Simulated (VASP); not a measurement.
Calculation: PW91 GGA, VASP's PBE PAW potentials (set 64) (plane waves; VASP).

VASP input:

**KPOINTS**
```
kpoints
0
G
  10 10 10
```

**INCAR**
```
# general
SYSTEM=K
PREC  =Accurate
ENCUT =520
LREAL =.FALSE.   # projection in real space or not
LASPH =.TRUE.

# electronic loop
EDIFF =1E-7   # SCF stop (eV)
NELM  =100
ALGO  =Normal   # blocked Davidson

# smearing
ISMEAR=1   # Methfessel-Paxton
SIGMA =0.1

# functional
GGA   =91   # PW91

# ions
ISIF  =2

# output
LWAVE =.FALSE.
LCHARG=.FALSE.
```

### POSCAR
```
K
4.6622960
 -0.5773502693   0.5773502693   0.5773502693
  0.5773502693  -0.5773502693   0.5773502693
  0.5773502693   0.5773502693  -0.5773502693
K
1
direct
  0.0000000000   0.0000000000   0.0000000000
```

POTCAR, in this order: K_sv (PBE.64 set). Program: vasp_std.

The run wrote:

OUTCAR:
```
 ion  position               nearest neighbor table
   1  0.000  0.000  0.000-
  LATTYP: Found a body centered cubic cell.
 ALAT       =     5.3835557024
 Subroutine PRICEL returns:
 Original cell was already a primitive cell.
 Subroutine GETGRP returns: Found 48 space group operations
The static configuration has the point symmetry O_h .
The dynamic configuration has the point symmetry O_h .
 Subroutine INISYM returns: Found 48 space group operations
 Subroutine IBZKPT returns following result:
 Found     47 irreducible k-points:

 Following reciprocal coordinates:
            Coordinates               Weight
  0.000000  0.000000  0.000000      1.000000
  0.100000  0.000000  0.000000     12.000000
  0.200000  0.000000  0.000000     12.000000
  0.300000  0.000000  0.000000     12.000000
  0.400000  0.000000  0.000000     12.000000
  0.500000  0.000000  0.000000      6.000000
  0.100000  0.100000  0.000000     24.000000
  0.200000  0.100000  0.000000     48.000000
  0.300000  0.100000  0.000000     48.000000
  0.400000  0.100000  0.000000     48.000000
  0.200000  0.200000  0.000000     24.000000
  0.300000  0.200000  0.000000     48.000000
  0.400000  0.200000  0.000000     24.000000
  0.300000  0.300000  0.000000     24.000000
  0.100000  0.100000  0.100000      8.000000
  0.200000  0.100000  0.100000     24.000000
  0.300000  0.100000  0.100000     24.000000
  0.400000  0.100000  0.100000     12.000000
 -0.100000  0.100000  0.100000      6.000000
  0.200000  0.200000  0.100000     24.000000
  0.300000  0.200000  0.100000     48.000000
 -0.200000  0.200000  0.100000     24.000000
  0.300000  0.300000  0.100000      8.000000
 -0.300000  0.300000  0.100000     24.000000
 -0.200000  0.300000  0.100000     24.000000
...
```

**OSZICAR**
```
       N       E                     dE             d eps       ncg     rms          rms(c)
DAV:   1     0.478800118271E+02    0.47880E+02   -0.36251E+03   752   0.846E+02
DAV:   2     0.434907190554E+00   -0.47445E+02   -0.47139E+02   760   0.215E+02
DAV:   3    -0.100559570882E+01   -0.14405E+01   -0.14401E+01  1224   0.359E+01
DAV:   4    -0.103978526749E+01   -0.34190E-01   -0.33782E-01  1120   0.400E+00
DAV:   5    -0.104009050229E+01   -0.30523E-03   -0.30521E-03  1312   0.290E-01    0.201E+00
DAV:   6    -0.104055355906E+01   -0.46306E-03   -0.12780E-03  1216   0.266E-01    0.123E+00
DAV:   7    -0.104156362980E+01   -0.10101E-02   -0.34560E-03  1168   0.439E-01    0.499E-02
DAV:   8    -0.104172338481E+01   -0.15976E-03   -0.17195E-04  1080   0.158E-01    0.160E-02
DAV:   9    -0.104174771345E+01   -0.24329E-04   -0.33015E-05  1120   0.422E-02    0.482E-03
DAV:  10    -0.104174820525E+01   -0.49180E-06   -0.27128E-06  1256   0.138E-02    0.100E-03
DAV:  11    -0.104174828147E+01   -0.76215E-07   -0.12096E-07  1096   0.309E-03
   1 F= -.10417483E+01 E0= -.10414092E+01  d E =-.101716E-02
```

### OUTCAR
```
------------------------ aborting loop because EDIFF is reached ----------------------------------------
  FORCE on cell =-STRESS in cart. coord.  units (eV):
  Direction    XX          YY          ZZ          XY          YZ          ZX
  --------------------------------------------------------------------------------------
  Total       -0.0914024     -0.0914024     -0.0914024     -0.0000000     -0.0000000      0.0000000
  in kB       -1.8771146     -1.8771146     -1.8771146     -0.0000000     -0.0000000      0.0000000
  external PRESSURE =      -1.8771146 kB  Pullay stress =       0.0000000 kB
  volume of cell :       78.01
      direct lattice vectors                 reciprocal lattice vectors
    -2.691777851  2.691777851  2.691777851     0.000000000  0.185750841  0.185750841
     2.691777851 -2.691777851  2.691777851     0.185750841  0.000000000  0.185750841
     2.691777851  2.691777851 -2.691777851     0.185750841  0.185750841  0.000000000
 POSITION                                       TOTAL-FORCE (eV/Angst)
 -----------------------------------------------------------------------------------
      0.00000      0.00000      0.00000         0.000000     -0.000000      0.000000
 -----------------------------------------------------------------------------------
    total drift:                               -0.000000     -0.000000      0.000000
  FREE ENERGIE OF THE ION-ELECTRON SYSTEM (eV)
  ---------------------------------------------------
  free  energy   TOTEN  =        -1.0417482815 eV

  energy  without entropy=       -1.0407311260  energy(sigma->0) =       -1.04140923
```
(Selected blocks of OUTCAR.)

The compound is K in the bcc structure. This cell is one point of a volume scan, at 1.06 of the reference volume.
